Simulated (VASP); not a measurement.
All values below come from PBE GGA, VASP's PBE PAW potentials (set 64) (plane waves; VASP).

The input files of a VASP run:

KPOINTS:
```
Automatic mesh
0
Gamma
16 16 16
0 0 0
```

**INCAR**
```
ALGO = Normal
EDIFF = 1E-7
ENCUT = 480
GGA = PE
ISIF = 2
ISMEAR = 1
ISPIN = 2
LASPH = .TRUE.
LCHARG = .FALSE.
LMAXMIX = 4
LORBIT = 10
LREAL = .FALSE.
LWAVE = .FALSE.
MAGMOM = 0.6
NELM = 100
PREC = Accurate
SIGMA = 0.1
SYSTEM = Ni
```

**POSCAR**
```
Ni
1
    0.0000000000     1.7826815221     1.7826815221
    1.7826815221     0.0000000000     1.7826815221
    1.7826815221     1.7826815221     0.0000000000
Ni
1
Direct
  0.0000000000   0.0000000000   0.0000000000
```

POTCAR, in this order: Ni (PBE.64 set). Program: vasp_std.

The resulting files:

OSZICAR:
```
       N       E                     dE             d eps       ncg     rms          rms(c)
DAV:   1     0.222425288141E+02    0.22243E+02   -0.46705E+03  5316   0.133E+03
DAV:   2    -0.606356378989E+01   -0.28306E+02   -0.27300E+02  5245   0.161E+02
DAV:   3    -0.647491267358E+01   -0.41135E+00   -0.41088E+00  6198   0.261E+01
DAV:   4    -0.647867249001E+01   -0.37598E-02   -0.37594E-02  6001   0.220E+00
DAV:   5    -0.647877169918E+01   -0.99209E-04   -0.99208E-04  6148   0.302E-01    0.960E+00
DAV:   6    -0.585597542102E+01    0.62280E+00   -0.18233E+01  5459   0.682E+01    0.637E+00
DAV:   7    -0.547613946102E+01    0.37984E+00   -0.32948E+00  5504   0.271E+01    0.178E+00
DAV:   8    -0.546237677278E+01    0.13763E-01   -0.19512E-02  7324   0.161E+00    0.902E-01
DAV:   9    -0.545992069594E+01    0.24561E-02   -0.20279E-03  7603   0.455E-01    0.248E-01
DAV:  10    -0.545936692578E+01    0.55377E-03   -0.75886E-04  7197   0.250E-01    0.351E-02
DAV:  11    -0.545936763905E+01   -0.71327E-06   -0.69803E-05  6775   0.982E-02    0.304E-02
DAV:  12    -0.545936833805E+01   -0.69900E-06   -0.12482E-06  6194   0.161E-02    0.145E-02
DAV:  13    -0.545936822145E+01    0.11660E-06   -0.47988E-07  5670   0.951E-03    0.470E-03
DAV:  14    -0.545936818036E+01    0.41089E-07   -0.65202E-08  2753   0.370E-03
   1 F= -.54593682E+01 E0= -.54595607E+01  d E =0.577549E-03  mag=     0.6024
```

### OUTCAR
```
------------------------ aborting loop because EDIFF is reached ----------------------------------------
  FORCE on cell =-STRESS in cart. coord.  units (eV):
  Direction    XX          YY          ZZ          XY          YZ          ZX
  --------------------------------------------------------------------------------------
  Total       -0.5260190     -0.5260190     -0.5260190      0.0000000      0.0000000     -0.0000000
  in kB      -74.3807852    -74.3807852    -74.3807852      0.0000000      0.0000000     -0.0000000
  external PRESSURE =     -74.3807852 kB  Pullay stress =       0.0000000 kB
  volume of cell :       11.33
      direct lattice vectors                 reciprocal lattice vectors
     0.000000000  1.782681522  1.782681522    -0.280476346  0.280476346  0.280476346
     1.782681522  0.000000000  1.782681522     0.280476346 -0.280476346  0.280476346
     1.782681522  1.782681522  0.000000000     0.280476346  0.280476346 -0.280476346
 POSITION                                       TOTAL-FORCE (eV/Angst)
 -----------------------------------------------------------------------------------
      0.00000      0.00000      0.00000         0.000000      0.000000      0.000000
 -----------------------------------------------------------------------------------
    total drift:                                0.000000     -0.000000      0.000000
  FREE ENERGIE OF THE ION-ELECTRON SYSTEM (eV)
  ---------------------------------------------------
  free  energy   TOTEN  =        -5.4593681804 eV

  energy  without entropy=       -5.4599457293  energy(sigma->0) =       -5.45956070

 total charge

# of ion       s       p       d       tot
------------------------------------------
    1        0.480   0.462   8.299   9.241

 magnetization (x)

# of ion       s       p       d       tot
------------------------------------------
    1       -0.007  -0.025   0.650   0.618
```
(Selected blocks of OUTCAR.)

The compound is Ni in the fcc structure. This cell was strained or had an atom moved on purpose.
